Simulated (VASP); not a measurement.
Crystal: Ga.

```
Ga
1.0
     2.26150   -3.83050    0.00000
     2.26150    3.83050    0.00000
     0.00000    0.00000    4.52400
Ga
4
Direct
  0.84510 0.15490 0.08100
  0.65490 0.34510 0.58100
  0.15490 0.84510 0.91900
  0.34510 0.65490 0.41900
```

| Item | Value |
| --- | --- |
| Program | VASP 6.6.1 |
| Task | relaxation of cell and atoms |
| Functional | PBE |
| Potentials or basis | VASP PAW PBE potentials, release 64 (Ga_d) |
| Cutoff | 520 eV |
| k mesh | 9 × 9 × 8 |
| Occupations | gaussian, width 0.1 eV |
| Spin | no spin polarisation |

At the start: pressure 2.0 GPa; volume 19.59 Å³/atom.

Question: How do energy, volume and symmetry change on relaxing?

Answer: Over 26 steps the energy falls by 5.8 meV/atom and the volume is 20.40 Å³/atom (+4.1 %); space group Cmce (No. 64, to 0.05 Å).

The path:
```tsv
step	energy change (eV)	largest force (eV/Å)	pressure (GPa)	volume (Å³)
1	0.0000	0.1074	2.01	78.38
2	-0.0198	0.0353	0.23	81.21
3	-0.0196	0.0228	-0.22	81.82
4	-0.0199	0.0287	-0.09	81.54
5	-0.0199	0.0327	0.01	81.44
6	-0.0209	0.0260	-0.17	81.49
7	-0.0221	0.0215	-0.22	81.57
8	-0.0225	0.0220	-0.06	81.72
9	-0.0227	0.0211	0.05	81.66
10	-0.0227	0.0208	0.02	81.68
11	-0.0229	0.0272	-0.26	81.78
12	-0.0230	0.0200	-0.19	81.75
13	-0.0229	0.0347	0.16	81.35
14	-0.0231	0.0258	0.03	81.58
15	-0.0231	0.0254	-0.02	81.60
16	-0.0231	0.0248	0.00	81.59
17	-0.0232	0.0119	0.04	81.56
18	-0.0232	0.0108	0.03	81.55
19	-0.0232	0.0172	0.05	81.52
20	-0.0233	0.0127	-0.02	81.54
21	-0.0233	0.0155	0.03	81.53
22	-0.0233	0.0121	0.05	81.56
23	-0.0233	0.0105	0.01	81.58
24	-0.0233	0.0114	0.01	81.57
25	-0.0233	0.0049	-0.05	81.59
26	-0.0233	0.0037	-0.03	81.60
```

Final structure:
```cif
data_structure
_symmetry_space_group_name_H-M 'P 1'
_symmetry_Int_Tables_number 1
_cell_length_a 4.5122
_cell_length_b 4.5122
_cell_length_c 4.5410
_cell_angle_alpha 90.000
_cell_angle_beta 90.000
_cell_angle_gamma 118.046
_cell_volume 81.60
loop_
_atom_site_label
_atom_site_type_symbol
_atom_site_fract_x
_atom_site_fract_y
_atom_site_fract_z
_atom_site_occupancy
Ga1 Ga 0.84370 0.15630 0.08322 1
Ga2 Ga 0.65630 0.34370 0.58322 1
Ga3 Ga 0.15630 0.84370 0.91678 1
Ga4 Ga 0.34370 0.65630 0.41678 1
```
